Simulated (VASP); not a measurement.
A convergence study with VASP on Sc (space group no. 194 when undisturbed): one setting is varied, all else stays as given below, so the limit is that of these other settings. One atom is moved off its site, so that forces are finite.

```xyz
2
Lattice="1.6600 -2.8751 0.0000 1.6600 2.8751 0.0000 0.0000 0.0000 5.2858" Properties=species:S:1:pos:R:3 pbc="T T T"
Sc     1.6600     0.9584     1.3715
Sc     1.6600    -0.9584     3.9644
```

Method: PBE GGA, VASP's PBE PAW potentials (set 64) (plane waves; VASP). The tightest run used: 720 eV cut-off, 11×11×6 Γ-centred mesh, Fermi-Dirac smearing of 0.10 eV, potentials Sc_sv.

Problem. The settings run are ENCUT = 105; ENCUT = 120; ENCUT = 135; ENCUT = 150; ENCUT = 165; ENCUT = 180; ENCUT = 210; ENCUT = 240; ENCUT = 270; ENCUT = 330; ENCUT = 360; ENCUT = 405; ENCUT = 450; ENCUT = 525; ENCUT = 600; ENCUT = 720. From which on does the energy per atom stay within 0.002 eV/atom of the tightest run?

Solution. From ENCUT = 270 on: it is off by 0.0012 there and by no more than 0.002 in any finer run, while ENCUT = 240 is off by 0.0032.
```json
[
 {"setting": "ENCUT = 105", "E (eV/atom)": "7.5885", "pressure (GPa)": "-591.46", "largest force (eV/Å)": "0.064", "plane waves": "135", "difference judged (eV/atom)": "13.8332"},
 {"setting": "ENCUT = 120", "E (eV/atom)": "-0.3344", "pressure (GPa)": "-337.51", "largest force (eV/Å)": "0.296", "plane waves": "158", "difference judged (eV/atom)": "5.9103"},
 {"setting": "ENCUT = 135", "E (eV/atom)": "-4.0449", "pressure (GPa)": "-187.27", "largest force (eV/Å)": "0.306", "plane waves": "190", "difference judged (eV/atom)": "2.1997"},
 {"setting": "ENCUT = 150", "E (eV/atom)": "-5.3250", "pressure (GPa)": "-100.69", "largest force (eV/Å)": "0.244", "plane waves": "222", "difference judged (eV/atom)": "0.9196"},
 {"setting": "ENCUT = 165", "E (eV/atom)": "-5.8680", "pressure (GPa)": "-52.88", "largest force (eV/Å)": "0.192", "plane waves": "253", "difference judged (eV/atom)": "0.3766"},
 {"setting": "ENCUT = 180", "E (eV/atom)": "-6.1017", "pressure (GPa)": "-27.03", "largest force (eV/Å)": "0.174", "plane waves": "288", "difference judged (eV/atom)": "0.1429"},
 {"setting": "ENCUT = 210", "E (eV/atom)": "-6.2256", "pressure (GPa)": "-6.18", "largest force (eV/Å)": "0.172", "plane waves": "360", "difference judged (eV/atom)": "0.0190"},
 {"setting": "ENCUT = 240", "E (eV/atom)": "-6.2414", "pressure (GPa)": "-1.61", "largest force (eV/Å)": "0.172", "plane waves": "446", "difference judged (eV/atom)": "0.0032"},
 {"setting": "ENCUT = 270", "E (eV/atom)": "-6.2434", "pressure (GPa)": "-1.23", "largest force (eV/Å)": "0.172", "plane waves": "537", "difference judged (eV/atom)": "0.0012"},
 {"setting": "ENCUT = 330", "E (eV/atom)": "-6.2434", "pressure (GPa)": "-1.34", "largest force (eV/Å)": "0.172", "plane waves": "700", "difference judged (eV/atom)": "0.0012"},
 {"setting": "ENCUT = 360", "E (eV/atom)": "-6.2436", "pressure (GPa)": "-1.18", "largest force (eV/Å)": "0.172", "plane waves": "808", "difference judged (eV/atom)": "0.0010"},
 {"setting": "ENCUT = 405", "E (eV/atom)": "-6.2441", "pressure (GPa)": "-1.00", "largest force (eV/Å)": "0.172", "plane waves": "965", "difference judged (eV/atom)": "0.0006"},
 {"setting": "ENCUT = 450", "E (eV/atom)": "-6.2441", "pressure (GPa)": "-0.96", "largest force (eV/Å)": "0.172", "plane waves": "1110", "difference judged (eV/atom)": "0.0005"},
 {"setting": "ENCUT = 525", "E (eV/atom)": "-6.2445", "pressure (GPa)": "-0.95", "largest force (eV/Å)": "0.172", "plane waves": "1412", "difference judged (eV/atom)": "0.0001"},
 {"setting": "ENCUT = 600", "E (eV/atom)": "-6.2446", "pressure (GPa)": "-0.91", "largest force (eV/Å)": "0.172", "plane waves": "1725", "difference judged (eV/atom)": "0.0000"},
 {"setting": "ENCUT = 720", "E (eV/atom)": "-6.2446", "pressure (GPa)": "-0.92", "largest force (eV/Å)": "0.172", "plane waves": "2243", "difference judged (eV/atom)": "0.0000"}
]
```

Left out are rungs that failed or repeat a setting and relaxations that didn't move; long series are thinned to 24 rows.

The structure is a typed Sc crystal (space group no. 194). The cell was not relaxed at this level, it is distorted from the ideal structure.
